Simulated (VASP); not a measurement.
Given:

```xyz
4
Lattice="4.3539 0.0000 0.0000 -2.1769 3.7706 0.0000 0.0000 0.0000 6.0682" Properties=species:S:1:pos:R:3 pbc="T T T"
Sn     0.0000     0.0000     0.0000
Sn     0.0000     0.0000     3.0341
Ge     0.0000     2.5137     1.5171
Ge     2.1769     1.2569     4.5512
```

All values below come from PBE GGA, VASP's PBE PAW potentials (set 64) (plane waves; VASP). Run with 400 eV cut-off, 6×6×4 Γ-centred mesh, first-order Methfessel-Paxton smearing of 0.10 eV, potentials Sn_d Ge_d.

Unless said otherwise, spin-orbit coupling is left out, though it shifts the bands of the heavy elements here.

Task: Estimate the energy per atom (σ→0), pressure, band gap (on the k-mesh) with the smallest direct gap where there is one.

Result: 
The band gap (on the k-mesh) comes out as none (metal, semimetal or under 0.01 eV), the energy per atom (σ→0) is -3.917 eV/atom and the pressure is 2.92 GPa.

Only differences to runs with the same potentials and settings are physical.

The structure was generated: SnGe was put into the NiAs type (P6_3/mmc), which need not be its known phase. The cell was not relaxed at this level.
